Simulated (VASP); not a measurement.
Data:

```yaml
crystal:
  lattice:
    - [0.00000, 2.80575, 2.80575]
    - [2.80575, 0.00000, 2.80575]
    - [2.80575, 2.80575, 0.00000]
  atoms:
    - { symbol: Mg, position: [0.00000, 0.00000, 0.00000] }
    - { symbol: Se, position: [0.50000, 0.50000, 0.50000] }
```

Computed with RPBE GGA, VASP's PBE PAW potentials (set 64) (plane waves; VASP). Numerical set-up: 520 eV cut-off, 8×8×8 Γ-centred mesh, Gaussian smearing of 0.050 eV, potentials Mg Se.

Question: Predict the energy per atom (σ→0), pressure, band gap (on the k-mesh) with the smallest direct gap where there is one.

Answer: 
The band gap (on the k-mesh) is 1.78 eV, the smallest direct gap (on the k-mesh) is 2.19 eV and the energy per atom (σ→0) comes out as -3.476 eV/atom. The pressure is -1.56 GPa.

Total energies compare only between runs with the same potentials, cut-off and functional.

The compound is MgSe in the rock salt structure. This cell is one point of a volume scan, at 1.03 of the reference volume.
